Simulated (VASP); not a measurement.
These are TPSS meta-GGA, VASP's PBE PAW potentials (set 64) (plane waves; VASP) values and carry that method's errors.

Input for VASP

**INCAR**
```
! general
SYSTEM  = SnO
PREC    = Accurate
ENCUT   = 520
LREAL   = .False.
LASPH   = .True.

! electronic loop
EDIFF   = 1E-6
NELM    = 100
ALGO    = Normal
LMAXMIX = 4
LMIXTAU = .True.

! smearing
ISMEAR  = 0
SIGMA   = 0.05

! functional
METAGGA = TPSS

! ions
IBRION  = 2
NSW     = 60
ISIF    = 3
EDIFFG  = -0.02

! output
LWAVE   = .False.
LCHARG  = .False.
```

### KPOINTS
```
Automatic mesh
0
Gamma
5 5 4
0 0 0
```

File POSCAR:
```
SnO
1
    3.8338537102     0.0000000000     0.0000000000
    0.0000000000     3.8338537102    -0.0000000000
    0.0000000000     0.0000000000     4.7983036407
Sn O
2 2
Direct
  0.5000000000   1.0000000000   0.7575778589
  0.0000000000   0.5000000000   0.2424221411
  0.5000000000   0.5000000000   0.0000000000
  0.0000000000   0.0000000000   1.0000000000
```

POTCAR, in this order: Sn_d O (PBE.64 set). Program: vasp_std.

The resulting files:

**OUTCAR**
```
 ion  position               nearest neighbor table
   1  0.500  0.000  0.758-   3 2.24   4 2.24   3 2.24   4 2.24   2 3.57   2 3.57   2 3.57   2 3.57
                             2 3.67   2 3.67   2 3.67   2 3.67
   2  0.000  0.500  0.242-   3 2.24   4 2.24   4 2.24   3 2.24   1 3.57   1 3.57   1 3.57   1 3.57
                             1 3.67   1 3.67   1 3.67   1 3.67
   3  0.500  0.500  0.000-   1 2.24   2 2.24   1 2.24   2 2.24
   4  0.000  0.000  0.000-   1 2.24   2 2.24   2 2.24   1 2.24
  LATTYP: Found a simple tetragonal cell.
 ALAT       =     3.8338537102
 C/A-ratio  =     1.2515614844
 Subroutine PRICEL returns:
 Original cell was already a primitive cell.
 Subroutine GETGRP returns: Found 16 space group operations
The static configuration has the point symmetry D_2d.
 The point group associated with its full space group is D_4h.
The dynamic configuration has the point symmetry D_2d.
 Subroutine INISYM returns: Found 16 space group operations
 Subroutine IBZKPT returns following result:
 Found     18 irreducible k-points:

 Following reciprocal coordinates:
            Coordinates               Weight
  0.000000  0.000000  0.000000      1.000000
  0.200000  0.000000  0.000000      4.000000
  0.400000  0.000000  0.000000      4.000000
  0.200000  0.200000  0.000000      4.000000
  0.400000  0.200000  0.000000      8.000000
  0.400000  0.400000  0.000000      4.000000
  0.000000  0.000000  0.250000      2.000000
  0.200000  0.000000  0.250000      8.000000
  0.400000  0.000000  0.250000      8.000000
  0.200000  0.200000  0.250000      8.000000
  0.400000  0.200000  0.250000     16.000000
  0.400000  0.400000  0.250000      8.000000
  0.000000  0.000000  0.500000      1.000000
  0.200000  0.000000  0.500000      4.000000
  0.400000  0.000000  0.500000      4.000000
  0.200000  0.200000  0.500000      4.000000
  0.400000  0.200000  0.500000      8.000000
  0.400000  0.400000  0.500000      4.000000
...
```

OSZICAR:
```
       N       E                     dE             d eps       ncg     rms          rms(c)
DAV:   1     0.390731773253E+03    0.39073E+03   -0.21162E+04   872   0.260E+03
DAV:   2     0.368272063049E+02   -0.35390E+03   -0.34923E+03   888   0.585E+02
DAV:   3    -0.133983627867E+02   -0.50226E+02   -0.49867E+02  1088   0.196E+02
DAV:   4    -0.151181955169E+02   -0.17198E+01   -0.17186E+01   944   0.411E+01
DAV:   5    -0.151510778997E+02   -0.32882E-01   -0.32876E-01  1120   0.587E+00    0.131E+01
DAV:   6    -0.477520100964E+02   -0.32601E+02   -0.16432E+02   864   0.115E+02    0.143E+01
DAV:   7    -0.452151880557E+02    0.25368E+01   -0.48182E+00  1064   0.265E+01    0.114E+01
DAV:   8    -0.483147824678E+02   -0.30996E+01   -0.85325E+01  1384   0.896E+01    0.160E+01
DAV:   9    -0.434119094081E+02    0.49029E+01   -0.44846E+01  1240   0.399E+01    0.152E+00
DAV:  10    -0.436204994276E+02   -0.20859E+00   -0.21582E+00   920   0.108E+01    0.857E-01
DAV:  11    -0.437612891311E+02   -0.14079E+00   -0.80722E-01  1368   0.613E+00    0.250E+00
DAV:  12    -0.436263461070E+02    0.13494E+00   -0.73817E-01  1264   0.716E+00    0.236E-01
DAV:  13    -0.436534372489E+02   -0.27091E-01   -0.50322E-02  1064   0.170E+00    0.315E-01
DAV:  14    -0.436546758019E+02   -0.12386E-02   -0.48054E-03  1288   0.856E-01    0.184E-01
DAV:  15    -0.436533659032E+02    0.13099E-02   -0.67769E-03  1264   0.753E-01    0.549E-02
DAV:  16    -0.436549343123E+02   -0.15684E-02   -0.20738E-03  1240   0.457E-01    0.767E-02
DAV:  17    -0.436550251163E+02   -0.90804E-04   -0.13932E-04  1024   0.131E-01    0.741E-02
DAV:  18    -0.436549886973E+02    0.36419E-04   -0.11163E-03  1184   0.258E-01    0.182E-02
DAV:  19    -0.436549988125E+02   -0.10115E-04   -0.87910E-05   920   0.684E-02    0.230E-02
DAV:  20    -0.436550006826E+02   -0.18701E-05   -0.55032E-06   968   0.193E-02    0.219E-02
DAV:  21    -0.436549922017E+02    0.84810E-05   -0.14893E-05   968   0.311E-02    0.909E-03
DAV:  22    -0.436549908342E+02    0.13675E-05   -0.47837E-06   872   0.155E-02    0.324E-03
DAV:  23    -0.436549905253E+02    0.30883E-06   -0.73692E-07   448   0.707E-03
   1 F= -.43654991E+02 E0= -.43654991E+02  d E =-.436550E+02
       N       E                     dE             d eps       ncg     rms          rms(c)
DAV:   1    -0.436550131316E+02   -0.22297E-04   -0.11385E-01  1032   0.211E+00    0.860E-02
DAV:   2    -0.436552875616E+02   -0.27443E-03   -0.28226E-03  1176   0.468E-01    0.448E-02
DAV:   3    -0.436552609984E+02    0.26563E-04   -0.19244E-04  1152   0.191E-01    0.220E-02
DAV:   4    -0.436552497537E+02    0.11245E-04   -0.59182E-05  1264   0.870E-02    0.835E-03
DAV:   5    -0.436552598431E+02   -0.10089E-04   -0.28630E-05   952   0.491E-02    0.347E-03
DAV:   6    -0.436552593493E+02    0.49380E-06   -0.19210E-06   672   0.198E-02
   2 F= -.43655259E+02 E0= -.43655259E+02  d E =-.268824E-03
       N       E                     dE             d eps       ncg     rms          rms(c)
DAV:   1    -0.436552607523E+02   -0.90915E-06   -0.90135E-04  1040   0.188E-01    0.752E-03
DAV:   2    -0.436552628192E+02   -0.20670E-05   -0.22056E-05  1168   0.413E-02    0.404E-03
DAV:   3    -0.436552631288E+02   -0.30959E-06   -0.13797E-06   656   0.173E-02
   3 F= -.43655263E+02 E0= -.43655263E+02  d E =-.272604E-03
       N       E                     dE             d eps       ncg     rms          rms(c)
DAV:   1    -0.436587642556E+02   -0.35014E-02   -0.12403E-01  1088   0.497E+00    0.405E-01
DAV:   2    -0.436558464767E+02    0.29178E-02   -0.16838E-02  1152   0.144E+00    0.124E-01
DAV:   3    -0.436555391207E+02    0.30736E-03   -0.13374E-03  1400   0.667E-01    0.635E-02
DAV:   4    -0.436553798931E+02    0.15923E-03   -0.58341E-04  1136   0.435E-01    0.152E-02
DAV:   5    -0.436553869779E+02   -0.70848E-05   -0.20760E-04  1032   0.205E-01    0.127E-02
DAV:   6    -0.436554105425E+02   -0.23565E-04   -0.57255E-05   952   0.849E-02    0.645E-03
DAV:   7    -0.436554127780E+02   -0.22355E-05   -0.73169E-06  1152   0.232E-02    0.208E-03
DAV:   8    -0.436554104553E+02    0.23227E-05   -0.17154E-06   608   0.126E-02    0.153E-03
DAV:   9    -0.436554137332E+02   -0.32779E-05   -0.86625E-07   480   0.922E-03    0.291E-04
DAV:  10    -0.436554140549E+02   -0.32172E-06   -0.14499E-07   448   0.504E-03
   4 F= -.43655414E+02 E0= -.43655414E+02  d E =-.150926E-03
```

**OUTCAR**
```
------------------------ aborting loop because EDIFF is reached ----------------------------------------
  FORCE on cell =-STRESS in cart. coord.  units (eV):
  Direction    XX          YY          ZZ          XY          YZ          ZX
  --------------------------------------------------------------------------------------
  Total       -0.0269432     -0.0269432      0.0640118      0.0000000      0.0000000      0.0000000
  in kB       -0.6099494     -0.6099494      1.4491187      0.0000000      0.0000000      0.0000000
  external PRESSURE =       0.0764066 kB  Pullay stress =       0.0000000 kB
  volume of cell :       70.77
      direct lattice vectors                 reciprocal lattice vectors
     3.839607842  0.000000000  0.000000000     0.260443264  0.000000000  0.000000000
     0.000000000  3.839607842  0.000000000     0.000000000  0.260443264 -0.000000000
     0.000000000  0.000000000  4.800572222     0.000000000  0.000000000  0.208308500
 POSITION                                       TOTAL-FORCE (eV/Angst)
 -----------------------------------------------------------------------------------
      1.91980      0.00000      3.64226         0.000000      0.000000      0.006468
      0.00000      1.91980      1.15831        -0.000000     -0.000000     -0.006468
      1.91980      1.91980      0.00000         0.000000     -0.000000      0.000000
      3.83961      3.83961      0.00000         0.000000      0.000000      0.000000
 -----------------------------------------------------------------------------------
    total drift:                                0.000000      0.000000     -0.000000
  FREE ENERGIE OF THE ION-ELECTRON SYSTEM (eV)
  ---------------------------------------------------
  free  energy   TOTEN  =       -43.6554140549 eV

  energy  without entropy=      -43.6554140549  energy(sigma->0) =      -43.65541405

 reached required accuracy - stopping structural energy minimisation
```
(Selected blocks of OUTCAR.)

CONTCAR:
```
SnO
   1.00000000000000
     3.8396078418916697    0.0000000000000000    0.0000000000000000
     0.0000000000000000    3.8396078418916697    0.0000000000000000
     0.0000000000000000    0.0000000000000000    4.8005722221842761
  Sn              O
     2     2
Direct
     0.5000000000000000    0.0000000000000000    0.7587146947284157
     0.0000000000000000    0.5000000000000000    0.2412853052715844
     0.5000000000000000    0.5000000000000000    0.0000000000000000
     1.0000000000000000    1.0000000000000000    0.0000000000000000
```

Without a dispersion term in the relaxation, distances and binding between the weakly bound layers, chains or molecules are unreliable, and so is what depends on them.

The compound is SnO in the litharge structure. This run relaxes it. Symmetry was kept, so distortions that lower it aren't found. The start is the result of an earlier pass.
